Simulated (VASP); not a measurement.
Here is the system:

```
CELL_PARAMETERS angstrom
      0.00000     1.99919     1.99919
      1.99919     0.00000     1.99919
      1.99919     1.99919     0.00000
ATOMIC_POSITIONS crystal
  Li 0.00000 0.00000 0.00000
  H  0.50000 0.50000 0.50000
```

Calculation: PBE GGA, VASP's PBE PAW potentials (set 64) (plane waves; VASP). Settings: 650 eV cut-off, 10×10×10 Γ-centred mesh, Gaussian smearing of 0.050 eV, potentials Li_sv H.

Give the elastic stiffness tensor with the ions relaxed (GPa, in the frame of the cell).

|  | xx | yy | zz | yz | xz | xy |
|---|---|---|---|---|---|---|
| xx | 84.9 | 12.2 | 12.2 | 0.0 | 0.0 | 0.0 |
| yy | 12.2 | 84.9 | 12.2 | 0.0 | 0.0 | 0.0 |
| zz | 12.2 | 12.2 | 84.9 | 0.0 | 0.0 | 0.0 |
| yz | 0.0 | 0.0 | 0.0 | 49.1 | 0.0 | 0.0 |
| xz | 0.0 | 0.0 | 0.0 | 0.0 | 49.1 | 0.0 |
| xy | 0.0 | 0.0 | 0.0 | 0.0 | 0.0 | 49.1 |

What does the run give for the Hill bulk modulus, Hill shear modulus, Young's modulus, Poisson's ratio?

* **Hill bulk modulus**: 36.4 GPa
* **Hill shear modulus**: 43.5 GPa
* **Young's modulus**: 93.3 GPa
* **Poisson's ratio**: 0.073

The compound is LiH in the rock salt structure. It was relaxed first, which changed the volume by -6 %.
